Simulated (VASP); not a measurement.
Consider the following.

```
CELL_PARAMETERS angstrom
      1.82839    -3.16686     0.00000
      1.82839     3.16686     0.00000
      0.00000     0.00000     5.64381
ATOMIC_POSITIONS crystal
  Y  0.33333 0.66667 0.25000
  Y  0.66667 0.33333 0.75000
```

Calculation: PBE GGA, VASP's PBE PAW potentials (set 64) (plane waves; VASP). Run with 480 eV cut-off, 10×10×6 Γ-centred mesh, first-order Methfessel-Paxton smearing of 0.10 eV, potentials Y_sv.

Energy and stress use the plane-wave basis of the starting cell.

Problem. The ions, cell shape and volume at an external pressure of 1.0 GPa are relaxed. Predict the relaxed structure.

Solution. 
```
CELL_PARAMETERS angstrom
      1.81482    -3.14336     0.00000
      1.81482     3.14336     0.00000
      0.00000     0.00000     5.60200
ATOMIC_POSITIONS crystal
  Y  0.33333 0.66667 0.25000
  Y  0.66667 0.33333 0.75000
```
Space group P6_3/mmc (194), at a tolerance of 0.03 Å.

Problem. How do energy and volume change from the first to the last step?

Solution. The energy (σ→0) changes by +2.3 meV/atom and the volume by -2.2 %, in 3 ionic steps.

The compound is Y in the hcp structure. This run relaxes it under an external pressure of 1 GPa. Symmetry was kept, so distortions that lower it aren't found.
